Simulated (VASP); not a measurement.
These are r2SCAN+rVV10, VASP's PBE PAW potentials (set 64) (plane waves; VASP) values and carry that method's errors.

A VASP calculation is set up with these files.

**KPOINTS**
```
Regular mesh
0
gamma
 8 8 8
0 0 0
```

File POSCAR:
```
GaSb
1
    0.0000000000     3.0551917411     3.0551917411
    3.0551917411     0.0000000000     3.0551917411
    3.0551917411     3.0551917411     0.0000000000
Ga Sb
1 1
Direct
  0.0000000000   0.0000000000   0.0000000000
  0.2500000000   0.2500000000   0.2500000000
```

**INCAR**
```
SYSTEM = GaSb
PREC = Accurate
ENCUT = 520
EDIFF = 1E-7
NELM = 100
ALGO = Normal
LREAL = .FALSE.
LASPH = .TRUE.
ISMEAR = -5
METAGGA = R2SCAN
LUSE_VDW = .TRUE.
BPARAM = 11.95
CPARAM = 0.0093
LMIXTAU = .TRUE.
LMAXMIX = 4
LWAVE = .FALSE.
LCHARG = .FALSE.
LORBIT = 11
NEDOS = 601
ISIF = 2
```

File KPOINTS_OPT:
```
k-points along high-symmetry lines
10
Line-mode
Reciprocal
  0.000000   0.000000   0.000000 ! GAMMA
 -0.500000  -0.500000   0.000000 ! X

 -0.500000  -0.500000   0.000000 ! X
 -0.375000  -0.375000   0.250000 ! U

 -0.375000  -0.000000   0.375000 ! K
  0.000000   0.000000   0.000000 ! GAMMA

  0.000000   0.000000   0.000000 ! GAMMA
 -0.000000  -0.000000   0.500000 ! L

 -0.000000  -0.000000   0.500000 ! L
 -0.500000  -0.250000   0.250000 ! W

 -0.500000  -0.250000   0.250000 ! W
 -0.500000  -0.500000   0.000000 ! X
```

POTCAR, in this order: Ga_d Sb (PBE.64 set). Program: vasp_std.

Unless said otherwise, spin-orbit coupling is left out, though it shifts the bands of the heavy elements here.

Problem. What does the run give for the energy per atom (σ→0), band gap (over mesh and band path)?

Solution. 
```json
{
 "energy per atom (σ→0)": "-18.490 eV/atom",
 "band gap (over mesh and band path)": "0.48 eV"
}
```

File OSZICAR:
```
...
DAV:  17    -0.369790232168E+02   -0.11657E-05   -0.40447E-06  1026   0.290E-02    0.252E-03
DAV:  18    -0.369790238380E+02   -0.62119E-06   -0.33648E-07   759   0.845E-03    0.814E-04
DAV:  19    -0.369790236781E+02    0.15992E-06   -0.35543E-08   452   0.234E-03    0.308E-04
DAV:  20    -0.369790236109E+02    0.67175E-07   -0.57022E-08   462   0.406E-03
   1 F= -.36979024E+02 E0= -.36979024E+02  d E =0.000000E+00
       N       E                     dE             ncg
       N       E                     dE             ncg
       N       E                     dE             ncg
```

The compound is GaSb in the zinc blende structure. It was relaxed first.
